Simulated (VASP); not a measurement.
An input for Ansatz (written as the equivalent of a VASP run, and not itself run):

Ansatz 0.2 input:
```yaml
crystal:
  lattice:
    - [1.6526116, -5.0548753, 0.0000000]
    - [1.6526116, 5.0548753, 0.0000000]
    - [0.0000000, 0.0000000, 4.1229420]
  atoms:
    - { symbol: P, position: [0.1068333, 0.8931667, 0.9288975] }
    - { symbol: P, position: [0.3931667, 0.6068333, 0.4288975] }
    - { symbol: P, position: [0.6068333, 0.3931667, 0.5711025] }
    - { symbol: P, position: [0.8931667, 0.1068333, 0.0711025] }
kpoints:
  mp_grid: { grid: [9, 9, 7] }
hamiltonian:
  xc: lda
  pseudopotentials: { kind: paw }
scf:
  occupations: { method: methfessel_paxton, width: 0.1 }
  max_iter: 100
relax:
  max_steps: 60
  f_tol: 0.02
  cell: {}
output: { forces: true, stress: true, eigenvalues: true }
```

**Question.** Write the VASP files for the same calculation (LDA).

**Answer.** Several could match; the one computed here: 
POSCAR:
```
P
1
    1.6526116359    -5.0548752922     0.0000000000
    1.6526116359     5.0548752922    -0.0000000000
    0.0000000000    -0.0000000000     4.1229419642
P
4
Direct
  0.1068332863   0.8931667137   0.9288974609
  0.3931667137   0.6068332863   0.4288974609
  0.6068332863   0.3931667137   0.5711025391
  0.8931667137   0.1068332863   0.0711025391
```

KPOINTS:
```
Automatic mesh
0
Gamma
9 9 7
0 0 0
```

INCAR:
```
SYSTEM = P
PREC = Accurate
ENCUT = 520
EDIFF = 1E-6
NELM = 100
ALGO = Normal
LREAL = .FALSE.
LASPH = .TRUE.
ISMEAR = 1
SIGMA = 0.1
LWAVE = .FALSE.
LCHARG = .FALSE.
IBRION = 2
ISIF = 3
NSW = 60
EDIFFG = -0.02
```

POTCAR, in this order: P (LDA.64 set). Program: vasp_std.

What does not carry over: each code has its own PAW files, so the cut-off isn't converted (ENCUT is set for VASP's; basis.ecutwfc is left out, and Ansatz then takes the one that its files recommend); Ansatz stops its SCF on the density residual and VASP on the energy change (EDIFF); Ansatz's lda is the Perdew-Wang form, while the LDA potentials of VASP carry Perdew-Zunger's.

The compound is P in the black structure. It was relaxed first, which changed the volume by -9 %. The start is the result of an earlier pass.
